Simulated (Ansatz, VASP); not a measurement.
# MoS2: VASP beside Ansatz

Wanted: the spread between two codes on one cell, functional and k mesh. The cell is taken from a series of runs on this material, whose earlier steps may have relaxed, scaled, displaced or heated it; both programs get it as it stands.

Method: plane waves, with VASP 6.6.1 beside it; zone-centre phonons at LDA, in Ansatz 0.2.0.

## Step 1: Starting point

The structure is trigonal, space group P-3m1 (No. 164). The conventional cell has a = 3.143 Å, b = 3.143 Å, c = 5.769 Å, α = 90.00°, β = 90.00°, γ = 120.00°. Mo has 6 S at 2.40 Å nearest. Nearest to S lie 3 Mo at 2.40 Å. Farther neighbours and most contacts between anions are not listed.

## Step 2: Ansatz: zone-centre phonons, LDA

Ansatz runs on its PAW soft_1 files.

Second derivatives magnify differences that forces hide, and they need a tight electronic threshold.

input.yaml

```yaml
crystal:
  lattice:
    - [3.1429654521, 0.0, 0.0]
    - [-1.571482726, 2.7218879247, 0.0]
    - [0.0, 0.0, 5.7690804547]
  atoms:
    - { symbol: Mo, position: [0.0, 0.0, 0.5] }
    - { symbol: S, position: [0.3333333333, 0.6666666667, 0.2286036968] }
    - { symbol: S, position: [0.6666666667, 0.3333333333, 0.7713963032] }
kpoints:
  mp_grid: { grid: [15, 15, 8] }
hamiltonian:
  xc: lda
  pseudopotentials: { kind: paw, azcp: { folder: soft_1 }, xc_functional: pbe }
scf:
  occupations: { method: methfessel_paxton, width: 0.2 }
output:
  eigenvalues: true
phonons:
  method: dfpt
```

The run is started by

```bash
$ ansatz run input.yaml --threads 8 --pin off --max-ram 16384MiB --backend cpu --events-out ev --progress --plain --runs-dir out
```

Numbers of over 12 decimals in the logs are rounded to 6 here.

What it wrote:

```text
Engine: ansatz 0.2.0, aarch64-unknown-linux-gnu
Pseudopotentials: kind: paw
Pseudopotential: Mo, paw, valence charge 14, recommended cutoff 420 eV (normal), soft_1/Mo.paw.azcp
Pseudopotential: S, paw, valence charge 6, recommended cutoff 420 eV (normal), soft_1/S.paw.azcp
Functional definition: SPW92
  exchange = slater_x
  correlation = pw_c
Crystal: 3 atoms, lattice volume = 49.353 Å³
Basis set: ecut = 420 eV, 931 PW (Γ), exchange–correlation on 48×48×80 points (8 copies of the dense FFT grid, shifted against one another)
Bands: 17, of which v1, the nominal top of the filled ones, is band 13 counted from 1 (12 counted from 0)
Symmetry: 12 space group operations
k-points: 488 of 1800 (irreducible under 2 space group operations, time reversal used)
Non-local potential: Mo, projectors of the file, l = 0: 3, l = 1: 2, l = 2: 2, l = 3: 1
Non-local potential: S, projectors of the file, l = 0: 2, l = 1: 2, l = 2: 1
PAW form: soft (Blöchl's): semilocal exchange-correlation on the pseudo side does not see the compensation charge
PAW frozen core: Mo, regenerated for the run's functional, and the local potential with it (the file was generated under x = pbe(κ = 0.804, μ = 0.219515), c = pbe(β = 0.066725))
PAW frozen core: S, regenerated for the run's functional, and the local potential with it (the file was generated under x = pbe(κ = 0.804, μ = 0.219515), c = pbe(β = 0.066725))
PAW one-centre angular grid: Mo, 590 points (default); XC on 64 Gauss nodes
PAW one-centre angular grid: S, 110 points (default); XC on 64 Gauss nodes
Initial density: superposition of atomic densities (chi_scale 0.1, normalization cell, long waves kept (reshape's long-wave potential 0.05 eV rms))
Initial wavefunctions: pseudopotential atomic-orbital guess
Functional: x = slater, c = lda
SCF iter   1: F=—  HF=-6584.883659 eV  |F-HF|=—  |Δ(HF+E_count)|=         —  Δρ=6.07e-2  dr2=2.28e0  ethr=3.10e-3  ⟨swp⟩=5.9  Hψ=46903  notcnv=0
preconditioner: auto → Kerker (q_TF=auto, 2.452 Å⁻¹)  [metal: Δε(μ)=0.045 eV  Ē_g=8.519 eV  σ=0.200 eV  W_gap=0.19  n_scr=10 (ndim 8)  ℏωp=22.4 eV  f_vac=0.000  D(μ)=1.17/eV (n_scr^D=2)]
SCF iter   2: F=—  HF=-6584.371450 eV  |F-HF|=—  |Δ(HF+E_count)|=   5.12e-1  S|Δr|=    0.00e0  Δρ=3.46e-2  dr2=8.02e-1  ethr=3.10e-3  ⟨swp⟩=2.8  Hψ=16345  notcnv=0
SCF iter   3: F=—  HF=-6584.107775 eV  |F-HF|=—  |Δ(HF+E_count)|=   2.64e-1  S|Δr|=    0.00e0  Δρ=6.26e-3  dr2=6.30e-2  ethr=3.09e-3  ⟨swp⟩=2.0  Hψ=13706  notcnv=0
SCF iter   4: F=—  HF=-6584.096050 eV  |F-HF|=—  |Δ(HF+E_count)|=   1.17e-2  S|Δr|=    0.00e0  Δρ=2.31e-3  dr2=4.88e-3  ethr=2.42e-4  ⟨swp⟩=2.0  Hψ=12258  notcnv=0
SCF iter   5: F=—  HF=-6584.094615 eV  |F-HF|=—  |Δ(HF+E_count)|=   1.44e-3  S|Δr|=    0.00e0  Δρ=1.04e-3  dr2=7.76e-4  ethr=1.88e-5  ⟨swp⟩=2.8  Hψ=17995  notcnv=0
SCF iter   6: F=—  HF=-6584.094479 eV  |F-HF|=—  |Δ(HF+E_count)|=   1.37e-4  S|Δr|=    0.00e0  Δρ=1.27e-4  dr2=1.01e-5  ethr=2.98e-6  ⟨swp⟩=2.7  Hψ=13611  notcnv=0
SCF iter   7: F=—  HF=-6584.094479 eV  |F-HF|=—  |Δ(HF+E_count)|=   1.02e-7  S|Δr|=    0.00e0  Δρ=3.43e-5  dr2=6.84e-7  ethr=3.88e-8  ⟨swp⟩=2.4  Hψ=13007  notcnv=0
SCF iter   8: F=—  HF=-6584.094480 eV  |F-HF|=—  |Δ(HF+E_count)|=   8.81e-7  S|Δr|=    0.00e0  Δρ=6.84e-6  dr2=2.15e-8  ethr=2.63e-9  ⟨swp⟩=2.2  Hψ=12308  notcnv=0
SCF iter   9: F=—  HF=-6584.094480 eV  |F-HF|=—  |Δ(HF+E_count)|=   2.00e-9  S|Δr|=    0.00e0  Δρ=1.14e-6  dr2=7.89e-10  ethr=8.27e-11  ⟨swp⟩=2.5  Hψ=13442  notcnv=0
SCF iter  10: F=—  HF=-6584.094480 eV  |F-HF|=—  |Δ(HF+E_count)|=  6.37e-12  S|Δr|=    0.00e0  Δρ=3.24e-7  dr2=6.01e-11  ethr=3.03e-12  ⟨swp⟩=2.5  Hψ=12780  notcnv=0
SCF iter  11: F=-6584.094480 eV  HF=-6584.094480 eV  |F-HF|=0.00e0  |Δ(HF+E_count)|=  5.46e-12  S|Δr|=    0.00e0  Δρ=6.57e-8  dr2=1.63e-12  ethr=1.00e-12  ⟨swp⟩=7.9  Hψ=47611  notcnv=0
SCF 1 converged in 11 iterations: F = -6584.094480 eV  dr2 = 1.63e-12
  greatest PAW one-centre occupation: 0.998 electrons in one spin orbital (limit 2), on the Mo atom at site 0 (counted from 0), in its partial waves of l = 0
DFPT response loops at Γ: preconditioner auto → Kerker (q_TF=auto, 2.452 Å⁻¹) (partly filled bands, converged f_vac=0.000); β = 1.00, the filter's whole step (`scf.mixing.beta` (0.50) is not read by the response loops under this deck's `scf.mixing.preconditioner`; to damp them name `kerker` or `kerker_dos`, under which they read `scf.mixing.beta`, and type it under 1.00, their step now; both keys bind the ground state too); Broyden in place of MSR1
SCF converged after 11 iterations
Stability not checked: this state was not tested for a lower state beside it, because cold or Methfessel-Paxton smearing, or corrected tetrahedra, fill the levels in a way that the test cannot read (fill_not_monotonic; see scf.lower_state_search)
Free energy (F): -6584.094480 eV
Harris-Foulkes:  -6584.094480 eV  (|F-HF|=0.00e0)
Internal energy: -6584.095040 eV  (E = F + TS)
E sigma→0 (E₀):  -6584.094620 eV
Entropy (-TS):   0.000560 eV (0.187 meV/atom)
Fermi energy:    12.288046 eV
--- Per-component energies (eV) ---
  E_band       = -126.047270
  E_kinetic    = 637.383559
  E_local      = -1700.828658  (includes V_loc(G=0)·N_el)
  E_nonlocal   = 224.790973
  E_hartree    = 641.514395
  E_xc         = -352.813068
  E_vxc        = -386.814708  (∫ρ·V_xc dr)
  E_paw        = -4253.666727  (= ΣΔE_a)
  E_vpaw       = -183.607280  (= ΣTr[D̂ρ^β])
  E_aug_tail   = 0.000039  (compensation charges beyond the density's cutoff)
  E_ewald      = -1781.254764
  E_core_change = 0.779211  (= ΣΔE_core)
  E_smearing   = 0.000560  (= −TS)
  E_closure    = 0.000000  (closes the sum)
  Σ components = -6584.094480   (vs F -6584.094480, Δ=0.00e0)
--- Band table (eV; the first three rows and the last of 488) ---
  k-point 0: bands = [... 9 lower, 10.7043, 11.1061, 11.3383, 11.3383, 12.2048, 12.2048, 15.3262, 15.3262]
  k-point 1: bands = [... 9 lower, 10.0631, 11.3347, 11.3347, 11.6056, 12.1651, 12.1651, 15.4019, 15.4019]
  k-point 2: bands = [... 9 lower, 9.1859, 11.3261, 11.3261, 12.0739, 12.0739, 12.0814, 15.5842, 15.5842]
  k-point 487: bands = [... 9 lower, 7.8793, 8.2203, 9.4171, 11.7881, 13.0994, 14.0047, 14.4441, 16.3905]
--- Phonons (Γ-DFPT): 4 representative perturbations + reference, on 488 of 1800 k-points (Σ response iterations 12) ---
  k mesh reduced under 2 symmetry operations, with k and −k counted as one. Each operation leaves every solved perturbation unchanged. A smaller set is not used because it would not reduce the number of displacements times k-points to solve
  ASR residual: 3.816e-5 → 0.000e0 eV/Å²; symmetrization residual: 8.800e-6 eV/Å²
  ASR residual per site (eV/Å²): 3.82e-5 3.87e-6 3.87e-6
  Γ frequencies (cm⁻¹): 0.00 0.00 0.00 221.22 221.22 272.32 272.32 382.38 400.61
  non-analytic LO–TO correction: not included (Born effective charges unavailable; polar crystals: no LO–TO splitting at Γ)
```

In the SCF lines HF is the Harris–Foulkes energy and dr2 the Hartree energy of the density residual, in eV; the loop may stop once dr2 is under the threshold and the program's other checks hold. Hψ counts applications of the Hamiltonian.

[end of part 1 of 2]

[Lines on the potential files, build, host, timing and source positions are cut from VASP's logs without a mark.]

[Logs are printed without paths, hosts, clocks, repeated set-up lines and the standing remarks that a program may print on its own settings, such as how far it seeks lower states.]

[Hosts, paths, dates, database ids (printed as entryN), source tags and the programs' standing remarks are cut or masked in the printed files.]
